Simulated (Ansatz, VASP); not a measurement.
**Mo3Ru3C2: VASP beside Ansatz**

The input INCAR:

```
SYSTEM = Mo3Ru3C2
PREC = Accurate ; ENCUT = 520
EDIFF = 1E-7 ; ISMEAR = -1
SIGMA = 0.05 ; LREAL = .False.
LASPH = .True. ; NELM = 100
ALGO = Normal ; ISIF = 2
LWAVE = .False. ; LCHARG = .False.
GGA = PE ; NBANDS = 56
```

KPOINTS

```
regular mesh
0
Gamma
  10 10 2
  0 0 0
```

The input POSCAR:

```
Mo3Ru3C2
1.0
    2.8498797230      0.0000000000      0.0000000000
   -1.4249398615      2.4680682379      0.0000000000
    0.0000000000      0.0000000000     13.5999064999
Ru Mo C
3 3 2
Direct
    0.3333333333      0.6666666667      0.3459835000
    0.0000000000      0.0000000000      0.5000000000
    0.6666666667      0.3333333333      0.6540165000
    0.3333333333      0.6666666667      0.8121105000
    0.0000000000      0.0000000000      0.0000000000
    0.6666666667      0.3333333333      0.1878895000
    0.6666666667      0.3333333333      0.9011725000
    0.3333333333      0.6666666667      0.0988275000
```

The input input.yaml:

```yaml
crystal:
  lattice:
    - [2.849879723, 0.0, 0.0]
    - [-1.4249398615, 2.4680682379, 0.0]
    - [0.0, 0.0, 13.5999064999]
  atoms:
    - { symbol: Ru, position: [0.3333333333, 0.6666666667, 0.3459835] }
    - { symbol: Ru, position: [0.0, 0.0, 0.5] }
    - { symbol: Ru, position: [0.6666666667, 0.3333333333, 0.6540165] }
    - { symbol: Mo, position: [0.3333333333, 0.6666666667, 0.8121105] }
    - { symbol: Mo, position: [0.0, 0.0, 0.0] }
    - { symbol: Mo, position: [0.6666666667, 0.3333333333, 0.1878895] }
    - { symbol: C, position: [0.6666666667, 0.3333333333, 0.9011725] }
    - { symbol: C, position: [0.3333333333, 0.6666666667, 0.0988275] }
hamiltonian:
  xc: pbe
  pseudopotentials: { kind: paw }
kpoints:
  mp_grid: { grid: [10, 10, 2] }
scf:
  occupations: { method: fermi_dirac, width: 0.05 }
output:
  forces: true
  stress: true
  eigenvalues: true
```

Change from the starting cell: volume scaled by 0.94.

Alike in both runs: task single point; functional PBE; k mesh 10 × 10 × 2; occupations fermi-dirac, width 0.05 eV; no spin polarisation.

|  | VASP | Ansatz |
| --- | --- | --- |
| version | VASP 6.6.1 | Ansatz 0.2.0 |
| potentials or method | VASP PAW PBE potentials, release 64 (Ru_pv, Mo_sv, C) | Ansatz PAW |
| plane-wave cutoff (eV) | 520 | 420 |
| valence electrons in the cell | 92 | 98 |

Ansatz gave:

| Property | Result |
| --- | --- |
| gap on the k mesh at the Fermi level (eV) | none |
| pressure (GPa) | 17.6 |
| largest component of the traceless stress (GPa) | 2.26 |
| rms of the force components (eV/Å) | 0.186 |

Which values does VASP return?

gap on the k mesh at the Fermi level (eV): none; pressure (GPa): 17.9; largest component of the traceless stress (GPa): 2.22; rms of the force components (eV/Å): 0.193.

Atom by atom the forces differ by 0.008 eV/Å (rms over components). A gap of «none» marks a metal or a gap that the smearing closes. With one functional, cell and mesh, what is left measures potentials, basis and numerics. The two sets of potentials don't hold the same shells in valence.
